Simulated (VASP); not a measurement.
Given:

```
CELL_PARAMETERS angstrom
      1.81500    -3.14367     0.00000
      1.81500     3.14367     0.00000
      0.00000     0.00000     5.78000
ATOMIC_POSITIONS crystal
  Gd 0.33333 0.66667 0.25000
  Gd 0.66667 0.33333 0.75000
```

All values below come from PBE GGA with D3 dispersion (zero damping), VASP's PBE PAW potentials (set 64) (plane waves; VASP). Run with 520 eV cut-off, 10×10×6 Γ-centred mesh, first-order Methfessel-Paxton smearing of 0.10 eV, potentials Gd_3.

The 4f electrons are frozen in the core of the lanthanide potential, so 4f levels, which can set the real gap, and their magnetism are missing. Energy and stress use the plane-wave basis of the starting cell.

The ions, cell shape and volume are relaxed. Give the cell that the relaxation ends in.

```
CELL_PARAMETERS angstrom
      1.79116    -3.10239     0.00000
      1.79116     3.10239     0.00000
      0.00000     0.00000     5.61165
ATOMIC_POSITIONS crystal
  Gd 0.33333 0.66667 0.25000
  Gd 0.66667 0.33333 0.75000
```
Space group P6_3/mmc (194), at a tolerance of 0.03 Å.

How do energy and volume change from the first to the last step?

The energy (σ→0) changes by -13.5 meV/atom and the volume by -5.4 %, in 6 ionic steps.

The compound is Gd in the hcp structure. This run relaxes it. Symmetry was kept, so distortions that lower it aren't found.
